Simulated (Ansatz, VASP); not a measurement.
# Li3ClO: VASP beside Ansatz

Wanted: the spread between two codes on one cell, functional and k mesh. The cell is taken from a series of runs on this material, whose earlier steps may have relaxed, scaled, displaced or heated it; both programs get it as it stands.

Method: plane waves, with VASP 6.6.1 beside it; dielectric response at PBEsol, in Ansatz 0.2.0.

## (1) The structure

It takes space group Pm-3m (No. 221, cubic). Conventional cell: a = 3.908 Å, b = 3.908 Å, c = 3.908 Å, α = 90.00°, β = 90.00°, γ = 90.00°. Nearest to Li lie 2 O at 1.95 Å and 8 Li at 2.76 Å and 4 Cl at 2.76 Å. Nearest to Cl lie 12 Li at 2.76 Å. Nearest to O lie 6 Li at 1.95 Å. Farther neighbours and most contacts between anions are not listed.

## (2) Ansatz: dielectric response, PBEsol

Ansatz runs on its default PAW (the set named soft_2) files.

The response to a field tests empty states and converges slowly with the mesh.

input.yaml reads:

```yaml
crystal:
  lattice:
    - [3.908337, 0.0, 0.0]
    - [0.0, 3.908337, 0.0]
    - [0.0, 0.0, 3.908337]
  atoms:
    - { symbol: Li, position: [0.0, 0.5, 0.5] }
    - { symbol: Li, position: [0.5, 0.0, 0.5] }
    - { symbol: Li, position: [0.5, 0.5, 0.0] }
    - { symbol: Cl, position: [0.0, 0.0, 0.0] }
    - { symbol: O, position: [0.5, 0.5, 0.5] }
kpoints:
  mp_grid: { grid: [6, 6, 6] }
hamiltonian:
  xc: pbesol
scf:
  occupations: { method: fixed }
dielectric: {}
```

Run with:

```sh
ansatz run input.yaml --threads 4 --pin off --max-ram 5529MiB --backend cpu --events-out ev --progress --plain --runs-dir out
```

Numbers of over 12 decimals in the logs are rounded to 6 here.

What it wrote:

```text
Engine: ansatz 0.2.0, aarch64-unknown-linux-gnu
Pseudopotentials: kind: paw
Pseudopotential: Li, paw, valence charge 3, recommended cutoff 420 eV (normal), Li.paw.azcp
Pseudopotential: Cl, paw, valence charge 7, recommended cutoff 420 eV (normal), Cl.paw.azcp
Pseudopotential: O, paw, valence charge 6, recommended cutoff 420 eV (normal), O.paw.azcp
Functional definition: PBEsol
  exchange = pbesol_x
  correlation = pbesol_c
Crystal: 5 atoms, lattice volume = 59.700 Å³
Basis set: ecut = 420 eV, 1189 PW (Γ), exchange–correlation on 54×54×54 points (8 copies of the dense FFT grid, shifted against one another)
Bands: 16, of which v1, the nominal top of the filled ones, is band 11 counted from 1 (10 counted from 0)
Symmetry: 48 space group operations
k-points: 40 of 216 (irreducible under 8 space group operations, time reversal used)
Non-local potential: Li, projectors of the file, l = 0: 3, l = 1: 2, l = 2: 1
Non-local potential: Cl, projectors of the file, l = 0: 2, l = 1: 2, l = 2: 2
Non-local potential: O, projectors of the file, l = 0: 2, l = 1: 2, l = 2: 1
PAW form: soft (Blöchl's): semilocal exchange-correlation on the pseudo side does not see the compensation charge
PAW frozen core: Cl, regenerated for the run's functional, and the local potential with it (the file was generated under x = pbe(κ = 0.804, μ = 0.219515), c = pbe(β = 0.066725))
PAW frozen core: O, regenerated for the run's functional, and the local potential with it (the file was generated under x = pbe(κ = 0.804, μ = 0.219515), c = pbe(β = 0.066725))
PAW one-centre angular grid: Li, 110 points (default); XC on 64 Gauss nodes
PAW one-centre angular grid: Cl, 110 points (default); XC on 64 Gauss nodes
PAW one-centre angular grid: O, 110 points (default); XC on 64 Gauss nodes
Initial density: superposition of atomic densities (neutral atoms: chi_scale 0, normalization atom), corrected by the library's trained network
Initial wavefunctions: pseudopotential atomic-orbital guess
Functional: x = pbesol(κ = 0.804, μ = 0.123457), c = pbesol(β = 0.046)
SCF iter   1: F=—  HF=-2237.285676 eV  |F-HF|=—  |Δ(HF+E_count)|=         —  Δρ=9.05e-3  dr2=4.41e-2  ethr=1.77e-3  ⟨swp⟩=4.2  Hψ=2742  notcnv=0  defer=48
preconditioner: auto → Resta (q_TF=auto, 2.310 Å⁻¹)  ε∞=3.3  [insulator: Δε(μ)=4.468 eV  Ē_g=12.741 eV  n_scr=18 (ndim 8)  ℏωp=19.2 eV  f_vac=0.000  ε∞_Penn≈3.3]
SCF iter   2: F=—  HF=-2237.272967 eV  |F-HF|=—  |Δ(HF+E_count)|=   1.27e-2  Δρ=3.49e-3  dr2=5.59e-3  ethr=2.00e-4  ⟨swp⟩=2.0  Hψ=1339  notcnv=0  defer=101
SCF iter   3: F=—  HF=-2237.271543 eV  |F-HF|=—  |Δ(HF+E_count)|=   1.42e-3  Δρ=1.05e-3  dr2=7.22e-4  ethr=2.54e-5  ⟨swp⟩=2.0  Hψ=875  notcnv=0  defer=103
SCF iter   4: F=—  HF=-2237.271396 eV  |F-HF|=—  |Δ(HF+E_count)|=   1.47e-4  Δρ=2.82e-4  dr2=3.72e-5  ethr=3.28e-6  ⟨swp⟩=2.2  Hψ=976  notcnv=0  defer=117
SCF iter   5: F=—  HF=-2237.271412 eV  |F-HF|=—  |Δ(HF+E_count)|=   1.68e-5  Δρ=7.88e-5  dr2=6.21e-6  ethr=1.69e-7  ⟨swp⟩=2.5  Hψ=950  notcnv=0  defer=39
SCF iter   6: F=—  HF=-2237.271408 eV  |F-HF|=—  |Δ(HF+E_count)|=   4.07e-6  Δρ=2.54e-5  dr2=5.80e-7  ethr=2.82e-8  ⟨swp⟩=2.0  Hψ=729  notcnv=0  defer=39
SCF iter   7: F=—  HF=-2237.271414 eV  |F-HF|=—  |Δ(HF+E_count)|=   5.88e-6  Δρ=5.31e-6  dr2=1.71e-8  ethr=2.64e-9  ⟨swp⟩=2.1  Hψ=886  notcnv=0  defer=39
SCF iter   8: F=—  HF=-2237.271414 eV  |F-HF|=—  |Δ(HF+E_count)|=   1.82e-9  Δρ=5.71e-7  dr2=3.00e-10  ethr=7.79e-11  ⟨swp⟩=2.9  Hψ=1016  notcnv=0  defer=39
SCF iter   9: F=-2237.271414 eV  HF=-2237.271414 eV  |F-HF|=4.09e-12  |Δ(HF+E_count)|=  1.82e-11  Δρ=9.76e-8  dr2=5.88e-12  ethr=1.00e-12  ⟨swp⟩=8.0  Hψ=2417  notcnv=0
SCF 1 converged in 9 iterations: F = -2237.271414 eV  dr2 = 5.88e-12
  greatest PAW one-centre occupation: 1.000 electrons in one spin orbital (limit 2), on the Li atom at site 0 (counted from 0), in its partial waves of l = 0
DFPT response loops at Γ: preconditioner auto → none (the input reference at scf.mixing.eps_inf says where Resta's filter doesn't serve); β = 0.50; Broyden in place of MSR1
── the response to a field inside a basis, on 6×6×6 k-points: an SCF that follows is theirs, and a resumed run solves both again ──
Bands: 12, of which v1, the nominal top of the filled ones, is band 11 counted from 1 (10 counted from 0)
k-points: 10 of 216
Initial density: handed on by an earlier stage of this run
Initial wavefunctions: pseudopotential atomic-orbital guess (no wavefunctions were taken with the density)
Eigensolver: Dense (10 Hₖ)
SCF iter   1: F=—  HF=-2237.271992 eV  |F-HF|=—  |Δ(HF+E_count)|=         —  Δρ=3.82e-4  dr2=1.47e-5  ethr=1.00e-1
preconditioner: auto → Resta (q_TF=auto, 2.310 Å⁻¹)  ε∞=4.1  [insulator: Δε(μ)=5.044 eV  Ē_g=10.971 eV  n_scr=18 (ndim 8)  ℏωp=19.2 eV  f_vac=0.000  ε∞_Penn≈4.1]
SCF iter   2: F=—  HF=-2237.271996 eV  |F-HF|=—  |Δ(HF+E_count)|=   3.54e-6  Δρ=1.76e-4  dr2=5.61e-6  ethr=6.70e-8
SCF iter   3: F=—  HF=-2237.271997 eV  |F-HF|=—  |Δ(HF+E_count)|=   1.34e-6  Δρ=8.44e-5  dr2=6.16e-7  ethr=2.55e-8
SCF iter   4: F=-2237.271997 eV  HF=-2237.271997 eV  |F-HF|=2.21e-9  |Δ(HF+E_count)|=   4.63e-7  Δρ=2.25e-6  dr2=9.42e-10  ethr=2.80e-9
SCF 1 converged in 4 iterations: F = -2237.271997 eV  dr2 = 9.42e-10
  greatest PAW one-centre occupation: 1.000 electrons in one spin orbital (limit 2), on the Li atom at site 2 (counted from 0), in its partial waves of l = 0
DFPT response loops at Γ: mixed as the last ones told, above
SCF converged after 9 iterations
Free energy (F): -2237.271414 eV
Harris-Foulkes:  -2237.271414 eV  (|F-HF|=4.09e-12)
Internal energy: -2237.271414 eV  (E = F + TS)
E sigma→0 (E₀):  -2237.271414 eV
Fermi energy:    2.910023 eV
--- Per-component energies (eV) ---
  E_band       = -273.817527
  E_kinetic    = 403.499872
  E_local      = -934.590253  (includes V_loc(G=0)·N_el)
  E_nonlocal   = -22.001881
  E_hartree    = 303.118787
  E_xc         = -212.746958
  E_vxc        = -258.954020  (∫ρ·V_xc dr)
  E_paw        = -852.928964  (= ΣΔE_a)
  E_vpaw       = -68.011295  (= ΣTr[D̂ρ^β])
  E_aug_tail   = 0.002518  (compensation charges beyond the density's cutoff)
  E_ewald      = -921.738257
  E_core_change = 0.113720  (= ΣΔE_core)
  E_smearing   = -0.000000  (= −TS)
  E_closure    = -0.000000  (closes the sum)
  Σ components = -2237.271414   (vs F -2237.271414, Δ=0.00e0)
--- Band table (eV; the first three rows and the last of 40) ---
  k-point 0: bands = [... 7 lower, -0.0621, 2.4036, 2.4036, 2.4036, 7.5134, 9.7752, 9.7752, 14.4951, ... 1 higher]
  k-point 1: bands = [... 7 lower, 0.0553, 2.2239, 2.2968, 2.2968, 7.9663, 9.6412, 10.3547, 13.1521, ... 1 higher]
  k-point 2: bands = [... 7 lower, 0.3445, 1.9971, 2.0229, 2.0229, 8.7988, 9.3983, 11.5784, 12.0735, ... 1 higher]
  k-point 39: bands = [... 7 lower, -0.6701, 2.2010, 2.2010, 2.2010, 11.4930, 11.4930, 11.4930, 11.5565, ... 1 higher]
--- Dielectric response (ions clamped): 3 representative field directions + reference, inside a basis on a mesh of 216 k-points (Σ response iterations 12) ---
  ε∞ (high-frequency dielectric tensor):
        3.194273     0.000000     0.000000
        0.000000     3.194273     0.000000
        0.000000     0.000000     3.194273
  Born effective charges Z* (e; rows j = field, columns β = displacement):
    site 0:
         1.01356    0.00000    0.00000
         0.00000    1.13553   -0.00000
        -0.00000   -0.00000    1.13553
    site 1:
         1.13553   -0.00000    0.00000
        -0.00000    1.01356   -0.00000
        -0.00000   -0.00000    1.13553
    site 2:
         1.13553    0.00000    0.00000
        -0.00000    1.13553   -0.00000
        -0.00000   -0.00000    1.01356
    site 3:
        -1.28218    0.00000    0.00000
        -0.00000   -1.28218   -0.00000
         0.00000    0.00000   -1.28218
    site 4:
        -2.00244    0.00000   -0.00000
         0.00000   -2.00244    0.00000
        -0.00000   -0.00000   -2.00244
  Z* charge neutrality: 1.667e-3 e pre-enforcement
  solved inside a basis spanned on kpoints, on 6×6×6 k-points, its susceptibility summed on 10×10×10: ε∞ is read to err by 7.6e-3, Z* by 8.2e-3 e (field_mesh: kpoints solves on kpoints); Z* is corrected for what the basis lacks
```

(Continued in part 2 of 2.)

[Lines on the potential files, build, host, timing and source positions are cut from VASP's logs without a mark.]

[Logs are printed without paths, hosts, clocks, repeated set-up lines and the standing remarks that a program may print on its own settings, such as how far it seeks lower states.]

[Hosts, paths, dates, database ids (printed as entryN), source tags and the programs' standing remarks are cut or masked in the printed files.]
